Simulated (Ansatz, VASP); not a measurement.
## NiO: VASP beside Ansatz

Wanted: the spread between two codes on one cell, functional and k mesh. The cell is taken from a series of VASP runs on this material, whose earlier steps may have relaxed, scaled or displaced it; both programs get it as it stands.

Calculated with Ansatz 0.2.0; plane waves, with VASP 6.6.1 beside it; zone-centre phonons at PBEsol with D3(BJ), DFT+U.

## (1) The structure

It takes space group Fm-3m (No. 225, cubic). The conventional cell has a = 4.109 Å, b = 4.109 Å, c = 4.109 Å, α = 90.00°, β = 90.00°, γ = 90.00°. Ni has 6 O at 2.05 Å nearest. Nearest to O lie 6 Ni at 2.05 Å. Farther neighbours and most contacts between anions are not listed.

As a file:

```cif
data_structure
_symmetry_space_group_name_H-M 'P 1'
_symmetry_Int_Tables_number 1
_cell_length_a 2.9058
_cell_length_b 2.9058
_cell_length_c 2.9058
_cell_angle_alpha 60.000
_cell_angle_beta 60.000
_cell_angle_gamma 60.000
_cell_volume 17.35
loop_
_atom_site_label
_atom_site_type_symbol
_atom_site_fract_x
_atom_site_fract_y
_atom_site_fract_z
_atom_site_occupancy
Ni1 Ni 0.00000 0.00000 0.00000 1
O2 O 0.50000 0.50000 0.50000 1
```

## (2) Ansatz: zone-centre phonons, PBEsol with D3(BJ), DFT+U

Ansatz runs on its default PAW (the set named soft_2) files.

Second derivatives magnify differences that forces hide, and they need a tight electronic threshold.

Contents of input.yaml:

```yaml
crystal:
  lattice:
    - [0.0, 2.0547081218, 2.0547081218]
    - [2.0547081218, 0.0, 2.0547081218]
    - [2.0547081218, 2.0547081218, 0.0]
  atoms:
    - { symbol: Ni, position: [0.0, 0.0, 0.0], spin: 1.0 }
    - { symbol: O, position: [0.5, 0.5, 0.5] }
hamiltonian:
  xc: pbesol
  pseudopotentials: { kind: paw }
  dispersion: d3bj
  hubbard: { sites: [{ species: Ni, l: d, u_eff: 6.2 }] }
magnetization:
  spin_polarized: true
kpoints:
  mp_grid: { grid: [8, 8, 8] }
scf:
  occupations: { method: gaussian, width: 0.03 }
phonons:
  method: dfpt
  qpoints: [[0, 0, 0]]
```

On the command line:

```
$ ansatz run input.yaml --threads 4 --pin off --max-ram 9216MiB --backend cpu --events-out ev --progress --plain --runs-dir out
```

Numbers of over 12 decimals in the logs are rounded to 6 here.

What it wrote:

```text
Ni: projections on atomic orbitals take those of the free atom [Ne] 3s2 3p6 3d8 4s2, of charge +0.00 (hamiltonian.pseudopotentials.projection_atoms); the dataset's partial waves leave at most 1.6e-6 of an orbital's norm unspanned inside its sphere
O: projections on atomic orbitals take those of the free atom [He] 2s2 2p4, of charge +0.00 (hamiltonian.pseudopotentials.projection_atoms); the dataset's partial waves leave at most 1.9e-8 of an orbital's norm unspanned inside its sphere
Engine: ansatz 0.2.0, aarch64-unknown-linux-gnu
Pseudopotentials: kind: paw
Pseudopotential: Ni, paw, valence charge 18, recommended cutoff 420 eV (normal), Ni.paw.azcp
Pseudopotential: O, paw, valence charge 6, recommended cutoff 420 eV (normal), O.paw.azcp
Functional definition: PBEsol
  exchange = pbesol_x
  correlation = pbesol_c
Crystal: 2 atoms, lattice volume = 17.349 Å³
Basis set: ecut = 420 eV, 331 PW (Γ), exchange–correlation on 40×40×40 points (8 copies of the dense FFT grid, shifted against one another)
Bands: 17, of which v1, the nominal top of the filled ones, is band 12 counted from 1 (11 counted from 0)
Symmetry: 48 space group operations
Space group: Fm-3m (ITA 225), of the structure as read, at distance tolerance 2.6e-5 Å
Magnetic group: BNS 225.116 (UNI 1618), of the structure as read, at distance tolerance 2.6e-5 Å
k-points: 29 of 512
Non-local potential: Ni, projectors of the file, l = 0: 3, l = 1: 2, l = 2: 3, l = 3: 1
Non-local potential: O, projectors of the file, l = 0: 2, l = 1: 2, l = 2: 1
PAW form: soft (Blöchl's): semilocal exchange-correlation on the pseudo side does not see the compensation charge
PAW frozen core: Ni, regenerated for the run's functional, and the local potential with it (the file was generated under x = pbe(κ = 0.804, μ = 0.219515), c = pbe(β = 0.066725))
PAW frozen core: O, regenerated for the run's functional, and the local potential with it (the file was generated under x = pbe(κ = 0.804, μ = 0.219515), c = pbe(β = 0.066725))
PAW one-centre angular grid: Ni, 590 points (default); XC on 64 Gauss nodes
PAW one-centre angular grid: O, 110 points (default); XC on 64 Gauss nodes
Initial density: superposition of atomic densities (chi_scale 0.1, normalization cell, long waves kept (reshape's long-wave potential 0.00 eV rms))
Starting moments: Σ|m| = 1 μB on 1 of 2 sites
Initial wavefunctions: pseudopotential atomic-orbital guess
Functional: x = pbesol(κ = 0.804, μ = 0.123457), c = pbesol(β = 0.046)
SCF 1 converged in 14 iterations: F = -6363.587105 eV  dr2 = 5.09e-9
  greatest PAW one-centre occupation: 1.002 electrons in one spin orbital (limit 2), on the Ni atom at site 0 (counted from 0), in its partial waves of l = 1
Symmetry: 8 space group operations
k-points: 78 of 512
Initial density: read from a saved state, or passed on in memory by an earlier SCF of this step, an earlier step, the calling program or the single point that the run made first
Starting moments: Σ|m| = 1 μB on 1 of 2 sites; this step starts from the density that it was given
Initial wavefunctions: those read from a saved state, or passed on in memory by an earlier step or the calling program
a single point of the input's cell can leave the moments in the input for a lower state (scf.lower_state_search): this run first made a single point of its cell. This run's own SCFs start from the density of the state that the single point found, with the moments in the input. The single point stayed on the moments in the input.
k-points: 59 of 512 (irreducible under 8 space group operations, time reversal used)
Stability of the state it starts from, as read at its close in the collinear treatment: not read negative (Ritz values of 1 − χ₀K, real part plus size of imaginary part, from 0.65 to 0.96, by its mixing steps under the symmetry group of the SCF that read it); its run was given moments
iter 1 solved again at ethr=5.33e-9 eV; its pass at ethr=3.10e-3 eV (dr2=1.28e-6 eV) is discarded
SCF iter   1: F=—  HF=-6363.587105 eV  |F-HF|=—  |Δ(HF+E_count)|=         —  Δρ=1.08e-5 (↑7.84e-6 ↓1.08e-5)  dr2=4.76e-9  dr2_m=1.33e-8  M=2.000 μB ∫|m|=2.007 μB  β_m=0.30  ethr=5.33e-9  ⟨swp⟩=3.0  Hψ=15089  notcnv=0
preconditioner: auto → none  [insulator: Δε(μ)=1.859 eV  Ē_g=16.839 eV  σ=0.030 eV  W_gap=1.00  n_scr=8 (ndim 8)  ℏωp=35.7 eV  f_vac=0.000  D(μ)=0.00/eV (n_scr^D=0)  ε∞_Penn≈5.5]
SCF iter   2: F=—  HF=-6363.587105 eV  |F-HF|=—  |Δ(HF+E_count)|=   3.39e-9  Δρ=7.34e-6 (↑7.34e-6 ↓7.02e-6)  dr2=4.08e-10  dr2_m=8.02e-9  M=2.000 μB ∫|m|=2.007 μB  β_m=0.58  ethr=1.98e-11  ⟨swp⟩=2.2  Hψ=3278  notcnv=0
SCF iter   3: F=—  HF=-6363.587105 eV  |F-HF|=—  |Δ(HF+E_count)|=   7.12e-9  Δρ=7.03e-6 (↑2.53e-6 ↓7.03e-6)  dr2=8.87e-9  dr2_m=1.79e-9  M=2.000 μB ∫|m|=2.007 μB  β_m=0.58  ethr=1.70e-12  ⟨swp⟩=2.1  Hψ=3428  notcnv=0
SCF iter   4: F=—  HF=-6363.587105 eV  |F-HF|=—  |Δ(HF+E_count)|=   1.13e-9  Δρ=8.94e-7 (↑8.94e-7 ↓5.80e-7)  dr2=1.78e-10  dr2_m=1.79e-11  M=2.000 μB ∫|m|=2.007 μB  β_m=0.53  ethr=1.70e-12  ⟨swp⟩=2.2  Hψ=3469  notcnv=0
SCF iter   5: F=-6363.587105 eV  HF=-6363.587105 eV  |F-HF|=9.09e-13  |Δ(HF+E_count)|=  4.37e-11  Δρ=2.45e-7 (↑2.45e-7 ↓2.23e-7)  dr2=3.19e-12  dr2_m=7.59e-12  M=2.000 μB ∫|m|=2.007 μB  ethr=1.00e-12  ⟨swp⟩=3.9  Hψ=9115  notcnv=0
SCF 2 converged in 5 iterations: F = -6363.587105 eV  dr2 = 3.19e-12
NSCF: frozen V_eff on 29 k-points
NSCF: frozen V_eff on 29 k-points
DFPT response loops at q = (0, 0, 0) (fractional): preconditioner auto → none (the input reference at scf.mixing.eps_inf says where Resta's filter doesn't serve); β = 0.30; Anderson in place of MSR1
SCF converged after 5 iterations
Magnetization: 2.0000 μB (13.0000 up, 11.0000 down)
Absolute magnetization: 2.0060 μB (∫|ρ↑−ρ↓|, with the PAW one-centre terms)
Spin contamination: 0.0016 ħ² per cell (⟨S²⟩ above its minimum at these occupations)
Per-site moments (μB) at R_I (Å): [(1.698653, 0.847567), (0.224788, 0.847567)]
Free energy (F): -6363.587105 eV
Harris-Foulkes:  -6363.587105 eV  (|F-HF|=9.09e-13)
Internal energy: -6363.587105 eV  (E = F + TS)
E sigma→0 (E₀):  -6363.587105 eV
Fermi energy:    15.610135 eV
--- Per-component energies (eV) ---
  E_band       = -336.762794
  E_kinetic    = 451.653635
  E_local      = -3902.137334  (includes V_loc(G=0)·N_el)
  E_nonlocal   = 691.459905
  E_hartree    = 1602.781367
  E_xc         = -155.390164
  E_vxc        = -200.318276  (∫ρ·V_xc dr)
  E_hubbard    = 0.832486  (on-site DFT+U / exact-exchange correction)
  E_vhub       = -23.966207  (the Hubbard potential's part of the band-sum identity)
  E_paw        = -1748.357567  (= ΣΔE_a)
  E_vpaw       = -559.020238  (= ΣTr[D̂ρ^β])
  E_aug_tail   = 0.003033  (compensation charges beyond the density's cutoff)
  E_ewald      = -3304.211589
  E_disp       = -0.453455  (pairwise vdW)
  E_core_change = 0.232577  (= ΣΔE_core)
  E_smearing   = -0.000000  (= −TS)
  E_closure    = 0.000000  (closes the sum)
  Σ components = -6363.587105   (vs F -6363.587105, Δ=0.00e0)
--- Band table (eV; the first three rows and the last of 118) ---
  k-point 0 ↑: bands = [... 8 lower, 8.9210, 8.9210, 12.6274, 12.6274, 12.6274, 17.1256, 32.9839, 34.2555, ... 1 higher]
  k-point 1 ↑: bands = [... 8 lower, 8.9910, 8.9910, 11.8466, 12.9977, 12.9977, 18.1974, 30.3569, 33.6827, ... 1 higher]
  k-point 2 ↑: bands = [... 8 lower, 9.2392, 9.2392, 11.1257, 13.7587, 13.7587, 19.9206, 27.5607, 31.7493, ... 1 higher]
  k-point 58 ↓: bands = [... 8 lower, 11.1852, 11.8369, 11.8369, 17.4031, 17.9276, 24.7516, 26.5613, 26.5613, ... 1 higher]
Occupation matrices written to <dir>
--- Phonons (Γ-DFPT): 2 representative perturbations + reference (Σ response iterations 12) ---
  ASR residual: 6.783e-5 → 0.000e0 eV/Å²; symmetrization residual: 5.014e-11 eV/Å²
  pairwise dispersion correction: d3bj (s6 = 1.0, s8 = 2.9491, a1 = 0.4466, a2_bohr = 6.1742), with the weights of each atom's references fixed at the reference crystal's, and the forces and stress that the weights' published response gives there kept as a pressure on the atom's counted neighbours (hamiltonian.dispersion)
  ASR residual per site (eV/Å²): 5.62e-5 6.78e-5
  Γ frequencies (cm⁻¹): 0.00 0.00 0.00 381.44 381.44 381.44
  non-analytic LO–TO correction: not included (Born effective charges unavailable; polar crystals: no LO–TO splitting at Γ)
--- Phonons (arbitrary-q DFPT): 1 explicit q-point ---
  q = [0, 0, 0] (of the zone-centre solve; hermiticity 1.48e-11, symmetrization 2.57e-13): 0.00 0.00 0.00 381.44 381.44 381.44
  sum rule: each row above includes the acoustic sum rule's correction from the zone centre's row sums; it moved no ω² by more than (1.07 cm⁻¹)²
```

Wall time 4.3 s (4 threads of Arm Neoverse V1, shared host); peak memory 0.51 GiB.

[end of part 1 of 2]

[Lines on the potential files, build, host, timing and source positions are cut from VASP's logs without a mark.]

[Logs are printed without paths, hosts, clocks, repeated set-up lines and the standing remarks that a program may print on its own settings, such as how far it seeks lower states.]

[Hosts, paths, dates, database ids (printed as entryN), source tags and the programs' standing remarks are cut or masked in the printed files.]
